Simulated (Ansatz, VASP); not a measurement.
# Cross-check of Y2Te2MoPb2 (Pb/MoTe2/Y) between VASP and Ansatz

Wanted: the spread between two codes on one cell, functional and k mesh. The structure shown is the end of the VASP relaxation below.

Main program and level: Ansatz 0.2.0; plane waves, with VASP 6.6.1 beside it; single point at PBE.

In doubt: too few empty bands were carried, so the values of those runs are not to be relied on.

## Step 1: Starting point

The cell holds 14 atoms: 4 Pb, 4 Te, 2 Mo and 4 Y. Cell: a = 3.520 Å, b = 3.520 Å, c = 49.928 Å, α = 90.0°, β = 90.0°, γ = 120.0°. It derives from  (Pb/MoTe2/Y). Vacuum lies along c.

Coordinates:

```xyz
14
Lattice="3.5200 0.0000 0.0000 -1.7600 3.0484 0.0000 0.0000 0.0000 49.9280" Properties=species:S:1:pos:R:3
Pb    0.0000    0.0000    7.5165
Pb    0.0000    2.0323   10.2837
Pb    1.7600    1.0161   13.3144
Pb    0.0000    0.0000   16.0923
Te    0.0000    2.0323   19.6679
Te    0.0000    2.0323   23.2972
Te    0.0000    0.0000   26.8915
Te    0.0000    0.0000   30.5331
Mo    0.0000    0.0000   21.4843
Mo    0.0000    2.0323   28.7046
Y     0.0000    0.0000   33.6626
Y     0.0000    2.0323   36.5191
Y     0.0000    0.0000   39.4553
Y     0.0000    2.0323   42.2856
```

## Step 2: VASP: relaxation, PBE

This run makes the geometry at which the two programs are then compared.

Lines of VASP's logs that name or quote its potential files are left out, and so is its time.

File INCAR:

```
SYSTEM = Y2Te2MoPb2
PREC = Normal
ENCUT = 300
EDIFF = 1E-05
NELM = 120
ISMEAR = -1
SIGMA = 0.1
LREAL = Auto
ALGO = Fast
GGA = PE
NBANDS = 62
LORBIT = 11
LWAVE = .FALSE.
LCHARG = .FALSE.
KPAR = 4
IBRION = 1
NSW = 60
ISIF = 2
EDIFFG = -0.03
POTIM = 0.3
MAXMIX = 40
IDIPOL = 3
LDIPOL = .TRUE.
DIPOL = 0.5 0.5 0.5
```

File POSCAR:

```
Y2Te2MoPb2
1.0
    3.5200000000      0.0000000000      0.0000000000
   -1.7600000000      3.0484094213      0.0000000000
    0.0000000000      0.0000000000     49.9279532375
Pb Te Mo Y
4 4 2 4
Direct
    0.0000000000      0.0000000000      0.1506051050
    0.3333333300      0.6666666700      0.2061060869
    0.6666666700      0.3333333300      0.2665995318
    0.0000000000      0.0000000000      0.3223997651
    0.3333333300      0.6666666700      0.3938125464
    0.3333333300      0.6666666700      0.4669241785
    0.0000000000      0.0000000000      0.5385302656
    0.0000000000      0.0000000000      0.6114444803
    0.0000000000      0.0000000000      0.4303744457
    0.3333333300      0.6666666700      0.5748733902
    0.0000000000      0.0000000000      0.6742359043
    0.3333333300      0.6666666700      0.7312832319
    0.0000000000      0.0000000000      0.7901964511
    0.3333333300      0.6666666700      0.8468701712
```

File KPOINTS:

```
Automatic mesh
0
Gamma
9 9 1
0 0 0
```

Potentials, in the order of the species: Pb, Te, Mo and Y_sv (PBE family, release 64).

The run is started by

```sh
$ mpirun -np 4 vasp_std
```

Numbers of over 12 decimals in the logs are rounded to 6 here.

The log of the run:

```text
[banner, memory and clock lines left out]
running    4 mpi-ranks, on    1 nodes
 distrk:  each k-point on    1 cores,    4 groups
 distr:  one band on    1 cores,    1 groups

 POSCAR found type information on POSCAR PbTeMoY
 POSCAR found :  4 types and      14 ions
 LDA part: xc-table for (Slater+PW92), standard interpolation
 POSCAR, INCAR and KPOINTS ok, starting setup
 FFT: planning ... GRIDC
 FFT: planning ... GRID_SOFT
 FFT: planning ... GRID
 WAVECAR not read
 entering main loop
       N       E                     dE             d eps       ncg     rms          rms(c)
DAV:   1     0.449542608757E+03    0.44954E+03   -0.30451E+04  1784   0.870E+02
DAV:   2    -0.183436984959E+02   -0.46789E+03   -0.44826E+03  1784   0.235E+02
DAV:   3    -0.737372494921E+02   -0.55394E+02   -0.54009E+02  2316   0.597E+01
DAV:   4    -0.791208826147E+02   -0.53836E+01   -0.53502E+01  2480   0.179E+01
DAV:   5    -0.794002908505E+02   -0.27941E+00   -0.27906E+00  2344   0.381E+00    0.656E+01
RMM:   6    -0.541222159766E+03   -0.46182E+03   -0.17257E+02  2333   0.401E+01    0.361E+01
RMM:   7    -0.194329315717E+04   -0.14021E+04   -0.43408E+02  2387   0.745E+01    0.104E+02
RMM:   8    -0.938197590538E+03    0.10051E+04   -0.22253E+02  2396   0.339E+01    0.995E+01
RMM:   9    -0.687123483655E+03    0.25107E+03   -0.91897E+01  2293   0.214E+01    0.877E+01
RMM:  10    -0.449596158498E+03    0.23753E+03   -0.26248E+02  2172   0.346E+01    0.371E+01
[... 100 further cycles ...]
RMM: 111    -0.750389978081E+02   -0.16724E-02   -0.17926E-03  2001   0.510E-02    0.621E-01
RMM: 112    -0.750374511860E+02    0.15466E-02   -0.10871E-03  1915   0.383E-02    0.539E-01
RMM: 113    -0.750342050009E+02    0.32462E-02   -0.35508E-04  1755   0.252E-02    0.267E-01
RMM: 114    -0.750338314877E+02    0.37351E-03   -0.30195E-04  1617   0.197E-02    0.253E-01
RMM: 115    -0.750327464805E+02    0.10850E-02   -0.43437E-04  1769   0.252E-02    0.216E-01
RMM: 116    -0.750321835067E+02    0.56297E-03   -0.72046E-04  1790   0.264E-02    0.255E-01
RMM: 117    -0.750320918776E+02    0.91629E-04   -0.29910E-04  1516   0.180E-02    0.232E-01
RMM: 118    -0.750323340786E+02   -0.24220E-03   -0.22734E-04  1406   0.141E-02    0.319E-01
RMM: 119    -0.750321542724E+02    0.17981E-03   -0.13944E-04  1102   0.978E-03    0.284E-01
RMM: 120    -0.750321348480E+02    0.19424E-04   -0.61387E-05   830   0.627E-03
|                                                                             |
|           W    W    AA    RRRRR   N    N  II  N    N   GGGG   !!!           |
|           W    W   A  A   R    R  NN   N  II  NN   N  G    G  !!!           |
|           W    W  A    A  R    R  N N  N  II  N N  N  G       !!!           |
|           W WW W  AAAAAA  RRRRR   N  N N  II  N  N N  G  GGG   !            |
|           WW  WW  A    A  R   R   N   NN  II  N   NN  G    G                |
|           W    W  A    A  R    R  N    N  II  N    N   GGGG   !!!           |
|                                                                             |
|     The electronic self-consistency was not achieved in the given           |
|     number of steps (NELM). The forces and other quantities evaluated       |
|     might not be reliable so examine the results carefully. If you find     |
|     spurious results, we suggest increasing NELM, if you were close to      |
|     convergence or switching to a different ALGO or adjusting the           |
|     density mixing parameters otherwise.                                    |
|                                                                             |

   1 F= -.75032135E+02 E0= -.74853276E+02  d E =-.750321E+02
[... from here on, the cycles between the ionic steps are left out ...]
   2 F= -.75042853E+02 E0= -.74862927E+02  d E =-.107185E-01
   3 F= -.75043622E+02 E0= -.74863752E+02  d E =-.768819E-03
   4 F= -.75043958E+02 E0= -.74864026E+02  d E =-.335741E-03
   5 F= -.75044166E+02 E0= -.74864240E+02  d E =-.207989E-03
   6 F= -.75044170E+02 E0= -.74864268E+02  d E =-.390433E-05
   7 F= -.75044186E+02 E0= -.74864305E+02  d E =-.160033E-04
   8 F= -.75044229E+02 E0= -.74864312E+02  d E =-.433181E-04
 BRION: g(F)=  0.109E-03 g(S)=  0.000E+00 retain N=  2 mean eig= 3.38
 eig:   1.549  5.203
 bond charge predicted
       N       E                     dE             d eps       ncg     rms          rms(c)
DAV:   1    -0.750443434268E+02   -0.11185E-03   -0.97451E-03  1560   0.343E-01    0.443E-02
RMM:   2    -0.750445065313E+02   -0.16310E-03   -0.34138E-04  1586   0.581E-02    0.120E-01
RMM:   3    -0.750443864879E+02    0.12004E-03   -0.49075E-05  1359   0.212E-02    0.317E-02
RMM:   4    -0.750443958302E+02   -0.93423E-05   -0.10347E-05   900   0.922E-03
   9 F= -.75044396E+02 E0= -.74864470E+02  d E =-.166707E-03
 BRION: g(F)=  0.804E-04 g(S)=  0.000E+00 retain N=  3 mean eig= 3.78
 eig:   1.655  4.840  4.840
 reached required accuracy - stopping structural energy minimisation
```

OUTCAR, selected parts (step 2):

```text
ion  position               nearest neighbor table
   1  0.000  0.000  0.151-   2 3.44   2 3.44   2 3.44
   2  0.333  0.667  0.206-   1 3.44   1 3.44   1 3.44   3 3.64   3 3.64   3 3.64
   3  0.667  0.333  0.267-   4 3.45   4 3.45   4 3.45   2 3.64   2 3.64   2 3.64
   4  0.000  0.000  0.322-   3 3.45   3 3.45   3 3.45
   5  0.333  0.667  0.394-   9 2.73   9 2.73   9 2.73   6 3.65
   6  0.333  0.667  0.467-   9 2.73   9 2.73   9 2.73   5 3.65
   7  0.000  0.000  0.539-  10 2.72  10 2.72  10 2.72   8 3.64
   8  0.000  0.000  0.611-  10 2.73  10 2.73  10 2.73  11 3.14   7 3.64
   9  0.000  0.000  0.430-   6 2.73   6 2.73   6 2.73   5 2.73   5 2.73   5 2.73
  10  0.333  0.667  0.575-   7 2.72   7 2.72   7 2.72   8 2.73   8 2.73   8 2.73
  11  0.000  0.000  0.674-   8 3.14  12 3.50  12 3.50  12 3.50
  12  0.333  0.667  0.731-  11 3.50  11 3.50  11 3.50  13 3.58  13 3.58  13 3.58
  13  0.000  0.000  0.790-  14 3.48  14 3.48  14 3.48  12 3.58  12 3.58  12 3.58
  14  0.333  0.667  0.847-  13 3.48  13 3.48  13 3.48

  LATTYP: Found a hexagonal cell.
 ALAT       =     3.5200000000
 C/A-ratio  =    14.1840776243

 Subroutine GETGRP returns: Found  6 space group operations
 (whereof  6 operations were pure point group operations)

The static configuration has the point symmetry C_3v.

 Found     12 irreducible k-points:

   k-points           NKPTS =     12   k-points in BZ     NKDIM =     12   number of bands    NBANDS=     62

   dimension x,y,z NGX =    16 NGY =   16 NGZ =  216
   dimension x,y,z NGXF=    32 NGYF=   32 NGZF=  432

   ENCUT  =  300.0 eV  22.05 Ry    4.70 a.u.   4.97  4.97 70.51*2*pi/ulx,y,z

   NELECT =      96.0000    total number of electrons

 k-points in reciprocal lattice and weights: Automatic mesh
   0.00000000  0.00000000  0.00000000       0.012
   0.11111111  0.00000000  0.00000000       0.074
   0.22222222  0.00000000  0.00000000       0.074
   0.33333333  0.00000000  0.00000000       0.074
   0.44444444  0.00000000  0.00000000       0.074
   0.11111111  0.11111111  0.00000000       0.074
   0.22222222  0.11111111  0.00000000       0.148
   0.33333333  0.11111111  0.00000000       0.148
   0.44444444  0.11111111  0.00000000       0.074
   0.22222222  0.22222222  0.00000000       0.074
   0.33333333  0.22222222  0.00000000       0.148
   0.33333333  0.33333333  0.00000000       0.025

 dipolmoment           0.000000      0.000000     -0.028146 electrons x Angstroem

 average (electrostatic) potential at core
       1 -44.5863       2 -44.5291       3 -44.5365       4 -44.6214       5 -91.7766
       6 -91.7438       7 -91.8139       8 -92.0634       9 -40.7862      10 -40.8369
      11 -37.7428      12 -37.5050      13 -37.4494      14 -37.9370

 E-fermi :   3.0580

 k-point     1 :       0.0000    0.0000    0.0000
  band No.  band energies     occupation
    ...
     40       1.4835      2.00000
     41       1.5695      2.00000
     42       1.5695      2.00000
     43       2.1298      1.99981
     44       2.3286      1.99864
     45       3.2270      0.31170
     46       3.6843      0.00380
     47       4.0588      0.00009
     48       4.5774      0.00000
     49       4.6071      0.00000
    ...

 k-point     2 :       0.1111    0.0000    0.0000
  band No.  band energies     occupation
    ...
     40       1.4211      2.00000
     41       1.4627      2.00000
     42       1.5425      2.00000
     43       2.2571      1.99934
     44       2.3199      1.99875
     45       3.2473      0.26201
     46       3.4666      0.03308
     47       3.8951      0.00046
     48       4.3008      0.00001
     49       4.4295      0.00000
    ...

 k-point     3 :       0.2222    0.0000    0.0000
  band No.  band energies     occupation
    ...
     42       1.7836      1.99999
     43       1.8421      1.99999
     44       2.4608      1.99492
     45       2.9885      1.33418
     46       3.1051      0.76904
     47       3.3529      0.09964
     48       3.6245      0.00691
     49       3.6882      0.00366
     50       3.7865      0.00137
     51       4.0099      0.00015
    ...

  Total        2.9874035      2.9874035      1.1912910      0.0000000      0.0000000      0.0000000
  in kB        8.9339753      8.9339753      3.5626135      0.0000000      0.0000000      0.0000000
  external PRESSURE =       7.1435214 kB  Pullay stress =       0.0000000 kB

  energy-cutoff  :      300.00
  volume of cell :      535.75
      direct lattice vectors                 reciprocal lattice vectors
     3.520000000  0.000000000  0.000000000     0.284090909  0.164019963  0.000000000
    -1.760000000  3.048409421  0.000000000     0.000000000  0.328039926  0.000000000
     0.000000000  0.000000000 49.927953237     0.000000000  0.000000000  0.020028860

 POSITION                                       TOTAL-FORCE (eV/Angst)
 -----------------------------------------------------------------------------------
      0.00000     -0.00000      7.51653         0.000000     -0.000000     -0.023462
     -0.00000      2.03227     10.28372         0.000000     -0.000000     -0.008763
      1.76000      1.01614     13.31437         0.000000     -0.000000     -0.005043
      0.00000     -0.00000     16.09232         0.000000     -0.000000     -0.004902
     -0.00000      2.03227     19.66786        -0.000000      0.000000     -0.011415
     -0.00000      2.03227     23.29725         0.000000      0.000000     -0.007772
      0.00000     -0.00000     26.89152        -0.000000     -0.000000      0.020979
      0.00000      0.00000     30.53315         0.000000     -0.000000      0.001506
      0.00000     -0.00000     21.48426         0.000000     -0.000000     -0.017359
     -0.00000      2.03227     28.70457         0.000000     -0.000000      0.014587
      0.00000     -0.00000     33.66258         0.000000     -0.000000      0.002934
     -0.00000      2.03227     36.51906        -0.000000     -0.000000      0.023010
     -0.00000     -0.00000     39.45532         0.000000     -0.000000      0.019932
     -0.00000      2.03227     42.28563         0.000000      0.000000     -0.004232
 -----------------------------------------------------------------------------------
    total drift:                                0.000036     -0.000024      0.063217

  FREE ENERGIE OF THE ION-ELECTRON SYSTEM (eV)
  ---------------------------------------------------
  free  energy   TOTEN  =       -75.0443958302 eV

  energy  without entropy=      -74.6845443175  energy(sigma->0) =      -74.86447007

 reached required accuracy - stopping structural energy minimisation

 vacuum level on the upper side and lower side of the slab         6.314         6.876

 total charge
# of ion       s       p       d       f       tot
--------------------------------------------------
    1        1.726   1.282   0.055   0.000   3.064
    2        1.742   1.308   0.069   0.000   3.119
    3        1.739   1.312   0.068   0.000   3.119
    4        1.731   1.266   0.059   0.000   3.056
    5        1.388   1.972   0.062   0.000   3.422
    6        1.386   1.971   0.062   0.000   3.419
    7        1.387   1.967   0.062   0.000   3.416
    8        1.373   1.990   0.072   0.000   3.435
    9        0.357   0.432   4.407   0.000   5.196
   10        0.349   0.425   4.416   0.000   5.190
   11        2.279   6.193   0.991   0.009   9.472
   12        2.289   6.234   0.974   0.008   9.505
   13        2.287   6.243   0.975   0.008   9.513
   14        2.299   6.151   0.963   0.006   9.419
--------------------------------------------------
tot         22.332  38.745  13.235   0.031  74.344

[... 3 further parts left out ...]
```

CONTCAR:

```
Y2Te2MoPb2
   1.00000000000000
     3.5200000000000000    0.0000000000000000    0.0000000000000000
    -1.7600000000000000    3.0484094213000001    0.0000000000000000
     0.0000000000000000    0.0000000000000000   49.9279532374999988
  Pb              Te              Mo              Y
     4     4     2     4
Direct
     0.0000000000000000   -0.0000000000000000    0.1505475695687430
     0.3333333300000021    0.6666666699999979    0.2059712807159323
     0.6666666699999979    0.3333333300000021    0.2666716652370136
     0.0000000000000000   -0.0000000000000000    0.3223108637973658
     0.3333333300000021    0.6666666699999979    0.3939248954554420
     0.3333333300000021    0.6666666699999979    0.4666172894229464
     0.0000000000000000   -0.0000000000000000    0.5386064608568715
     0.0000000000000000    0.0000000000000000    0.6115441402291273
     0.0000000000000000   -0.0000000000000000    0.4303052229791901
     0.3333333300000021    0.6666666699999979    0.5749197851083611
     0.0000000000000000   -0.0000000000000000    0.6742230549925581
     0.3333333300000021    0.6666666699999979    0.7314350708974272
    -0.0000000000000000   -0.0000000000000000    0.7902451825435556
     0.3333333300000021    0.6666666699999979    0.8469330721954546
```

This run has no spin polarisation, although Mo can carry a moment. LASPH is off, so gradient terms of the non-spherical density inside the spheres are left out; for open d or f shells this can shift gaps and moments. The data sets Pb and Mo keep the semicore shell frozen, which is cheaper and a little less accurate. The run keeps the 6 symmetry operations of its start, so it cannot find a distortion of lower symmetry.

(Part 1 of 2 ends here.)

[Lines on the potential files, build, host, timing and source positions are cut from VASP's logs without a mark.]

[Logs are printed without paths, hosts, clocks, repeated set-up lines and the standing remarks that a program may print on its own settings, such as how far it seeks lower states.]

[Hosts, paths, dates, database ids (printed as entryN), source tags and the programs' standing remarks are cut or masked in the printed files.]
